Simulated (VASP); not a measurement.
SrTiO3:

```
Sr Ti O
1.0
     3.89467    0.00000    0.00000
     0.00000    3.89467    0.00000
     0.00000    0.00000    3.89467
Sr Ti O
1 1 3
Direct
  0.00000 0.00000 0.00000
  0.50000 0.50000 0.50000
  0.50000 0.00000 0.50000
  0.50000 0.50000 0.00000
  0.00000 0.50000 0.50000
```

The cell is a database's computed one.

Base run:

* Program: VASP 6.6.1
* Functional: r2SCAN
* Potentials or basis: VASP PAW PBE potentials, release 64 (Sr_sv, Ti_sv, O)
* Cutoff: 520 eV
* k mesh: 8 × 8 × 8
* Occupations: gaussian, width 0.02 eV
* Spin: no spin polarisation

Its results: band gap on the k mesh 2.29 eV, indirect (least direct gap 2.67 eV); pressure 2.8 GPa.

**Question.** The run is repeated on the same cell with these changes: functional from r2SCAN to PBEsol. What comes out?

**Answer.** Band gap on the k mesh 1.82 eV, indirect (least direct gap 2.17 eV); pressure 0.1 GPa.

r2SCAN gives the wider gap, since meta-GGAs in the generalised Kohn-Sham scheme recover part of the derivative discontinuity.

Caveats: the PAW data sets were made with another functional, which shifts forces and pressure a little.
